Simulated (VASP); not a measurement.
OSZICAR of a VASP run on Pt₃Ti (L1_2):

OSZICAR:
```
       N       E                     dE             d eps       ncg     rms          rms(c)
DAV:   1     0.366540432839E+03    0.36654E+03   -0.20413E+04  1750   0.171E+03
DAV:   2    -0.549446390028E+00   -0.36709E+03   -0.36052E+03  1900   0.431E+02
DAV:   3    -0.317967815867E+02   -0.31247E+02   -0.29717E+02  2597   0.107E+02
DAV:   4    -0.326719710847E+02   -0.87519E+00   -0.87186E+00  2107   0.192E+01
DAV:   5    -0.327006874273E+02   -0.28716E-01   -0.28694E-01  2562   0.339E+00    0.215E+01
DAV:   6    -0.309835438814E+02    0.17171E+01   -0.23135E+01  2502   0.333E+01    0.144E+01
DAV:   7    -0.304349508108E+02    0.54859E+00   -0.31366E+01  2487   0.334E+01    0.102E+01
DAV:   8    -0.296888680269E+02    0.74608E+00   -0.16224E+00  2397   0.996E+00    0.452E+00
DAV:   9    -0.295818496861E+02    0.10702E+00   -0.19306E+00  2599   0.750E+00    0.211E+00
DAV:  10    -0.295377767495E+02    0.44073E-01   -0.26788E-01  2485   0.363E+00    0.366E-01
DAV:  11    -0.295392253708E+02   -0.14486E-02   -0.36209E-03  2246   0.489E-01    0.439E-01
DAV:  12    -0.295375455842E+02    0.16798E-02   -0.13136E-02  2538   0.658E-01    0.920E-02
DAV:  13    -0.295375189899E+02    0.26594E-04   -0.18782E-04  2087   0.957E-02    0.533E-02
DAV:  14    -0.295375281917E+02   -0.92017E-05   -0.50629E-05  2266   0.554E-02    0.581E-02
DAV:  15    -0.295375021515E+02    0.26040E-04   -0.13056E-04  2598   0.729E-02    0.101E-02
DAV:  16    -0.295375025843E+02   -0.43282E-06   -0.22373E-06  2148   0.970E-03    0.689E-03
DAV:  17    -0.295375025738E+02    0.10446E-07   -0.63730E-07  1799   0.615E-03
   1 F= -.29537503E+02 E0= -.29537308E+02  d E =-.295375E+02
```

Problem. Which electronic solver shows in the log?

Solution. It is blocked Davidson (ALGO = Normal, or the opening steps of other solvers). The INCAR had ALGO = Normal.

Problem. Can the final energy be trusted as converged?

Solution. Self-consistency was reached. It stopped with EDIFF = 1E-7, NELM = 100, NSW = 30 and EDIFFG = -0.01 after 1 ionic step (PBE GGA, plane waves, VASP's PBE PAW potentials (set 64)).

The compound is Pt3Ti in the L1_2 structure. This cell was strained or had an atom moved on purpose.
